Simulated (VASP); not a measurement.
HfO₂ (fluorite): the band gap from VASP (plane waves, PAW) at several levels of theory. Gaps are without spin-orbit coupling. Each level names its cell: its own relaxed one, PBE's, or the starting one. A gap is the smallest over the k-mesh and a band path; hybrids may have named points in place of the path, and GW has the mesh alone. mBJ is a potential without an energy functional, so only the levels count.

```json
[
 {"level": "LDA (own cell)", "band gap (eV)": "3.73"},
 {"level": "PBE (own cell)", "band gap (eV)": "3.80"},
 {"level": "PBEsol (own cell)", "band gap (eV)": "3.75"},
 {"level": "RPBE (own cell)", "band gap (eV)": "3.85"},
 {"level": "AM05 (own cell)", "band gap (eV)": "3.79"},
 {"level": "PBE-D3(BJ) (own cell)", "band gap (eV)": "3.84"},
 {"level": "PBE-D4 (own cell)", "band gap (eV)": "3.83"},
 {"level": "optB88-vdW (own cell)", "band gap (eV)": "3.81"},
 {"level": "rev-vdW-DF2 (own cell)", "band gap (eV)": "3.77"},
 {"level": "revTPSS (own cell)", "band gap (eV)": "3.80"},
 {"level": "SCAN (own cell)", "band gap (eV)": "4.27"},
 {"level": "r2SCAN (own cell)", "band gap (eV)": "4.36"},
 {"level": "mBJ (TB09) (PBE cell)", "band gap (eV)": "5.74"},
 {"level": "HSE06 (PBE cell)", "band gap (eV)": "5.36"}
]
```

The cell of the LDA (own cell) run:

```xyz
3
Lattice="0.0000 2.4911 2.4911 2.4911 0.0000 2.4911 2.4911 2.4911 0.0000" Properties=species:S:1:pos:R:3 pbc="T T T"
Hf     0.0000     0.0000     0.0000
O      1.2455     1.2455     1.2455
O      3.7366     3.7366     3.7366
```

Only levels that ran to the end are used. Left out are those held back, those with too coarse a band path, GW runs whose mesh misses a band edge, hybrids' fits of cells that aren't cubic and levels without matching references; a question may draw on a part of the rest.

The compound is HfO2 in the fluorite structure, the high-temperature cubic form, which is unstable at 0 K; the monoclinic form is the stable one.
